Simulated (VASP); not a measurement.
Here is the system:

```xyz
1
Lattice="0.0000 1.9443 1.9443 1.9443 0.0000 1.9443 1.9443 1.9443 0.0000" Properties=species:S:1:pos:R:3 pbc="T T T"
Pd     0.0000     0.0000     0.0000
```

These are PBE GGA with D3 dispersion (Becke-Johnson damping), VASP's PBE PAW potentials (set 64) (plane waves; VASP) values and carry that method's errors. Run with 520 eV cut-off, Gaussian smearing of 0.050 eV, potentials Pd.

### Question
Give the energies of bands 1 to 6 at the high-symmetry points, in eV from the Fermi level.

### Answer

| band | Γ | X | U | L | W |
|---|---|---|---|---|---|
| 1 | -7.15 | -5.40 | -4.74 | -5.30 | -4.33 |
| 2 | -2.84 | -5.12 | -4.16 | -2.88 | -3.38 |
| 3 | -2.84 | -0.03 | -1.97 | -2.88 | -3.38 |
| 4 | -2.84 | 0.31 | -0.94 | -0.01 | -1.31 |
| 5 | -1.22 | 0.31 | -0.14 | -0.01 | 0.31 |
| 6 | -1.22 | 3.37 | 7.15 | 1.02 | 8.95 |

It has no gap at this level: it comes out as a metal or semimetal.

The compound is Pd in the fcc structure. It was relaxed first.
